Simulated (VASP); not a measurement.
Input:

```
CELL_PARAMETERS angstrom
      5.08717     0.00000     0.00000
     -2.54358     4.40562     0.00000
      0.00000     0.00000     5.56920
ATOMIC_POSITIONS crystal
  Si 0.00000 0.50000 0.33333
  Si 0.50000 0.00000 0.00000
  Si 0.50000 0.50000 0.66667
  O  0.58355 0.79178 0.83333
  O  0.79178 0.58355 0.50000
  O  0.20822 0.79178 0.16667
  O  0.41645 0.20822 0.83333
  O  0.20822 0.41645 0.50000
  O  0.79178 0.20822 0.16667
```

The numbers are results of PBEsol GGA, VASP's PBE PAW potentials (set 64) (plane waves; VASP 6.6.1), not measurements. Numerical set-up: 520 eV cut-off, 6×6×5 Γ-centred mesh, tetrahedra with Blöchl corrections, potentials Si O.

The cores are frozen, which limits the accuracy of field gradients.

Task: Give the principal components of the electric field gradient (V/Å²) and the asymmetry η at each nucleus.

Result: 
```tsv
atom	Vxx	Vyy	Vzz	η
Si1	-6.5	-1.6	8.1	0.61
Si2	-6.5	-1.6	8.1	0.61
Si3	-6.5	-1.6	8.1	0.61
O4	-49.9	-43.1	93.0	0.07
O5	-49.9	-43.1	93.0	0.07
O6	-49.9	-43.1	93.0	0.07
O7	-49.9	-43.1	93.0	0.07
O8	-49.9	-43.1	93.0	0.07
O9	-49.9	-43.1	93.0	0.07
```

The structure comes from a computed database's SiO2 entry (P6_422); how it stands against other phases isn't given here. It was relaxed first.
